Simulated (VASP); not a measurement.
Input:

```
CELL_PARAMETERS angstrom
     -2.56087     2.56087     2.56087
      2.56087    -2.56087     2.56087
      2.56087     2.56087    -2.56087
ATOMIC_POSITIONS crystal
  Ge 0.00000 0.00000 0.00000
  F  0.00000 0.61706 0.00000
  F  0.38294 0.38294 0.38294
  F  0.61706 0.00000 0.00000
  F  0.00000 0.00000 0.61706
```

Method: LDA (Ceperley-Alder, Perdew-Zunger) with spin-orbit coupling, VASP's LDA PAW potentials (set 64) (plane waves; VASP). Settings: 520 eV cut-off, 6×6×6 Γ-centred mesh, Gaussian smearing of 0.050 eV, potentials Ge_d F.

Give the energies of bands 31 to 44 at the high-symmetry points, in eV from the valence-band maximum.

```csv
band,Γ,H,N,P
31,-1.35,-1.49,-1.15,-1.03
32,-1.35,-1.49,-1.15,-1.03
33,-0.48,-1.45,-1.13,-0.98
34,-0.48,-1.45,-1.13,-0.98
35,-0.42,-1.45,-0.64,-0.98
36,-0.42,-1.45,-0.64,-0.98
37,-0.42,-0.03,-0.58,-0.66
38,-0.42,-0.03,-0.58,-0.66
39,-0.39,0.00,-0.55,-0.63
40,-0.39,0.00,-0.55,-0.63
41,-0.39,0.00,-0.28,-0.63
42,-0.39,0.00,-0.28,-0.63
43,4.86,8.33,6.81,6.88
44,4.86,8.33,6.81,6.88
```

The gap is indirect, 4.86 eV, from the valence maximum at H to the conduction minimum at Γ.

The structure comes from a computed database's GeF4 entry (I-43m); how it stands against other phases isn't given here. It was relaxed first, which changed the volume by -10 %.
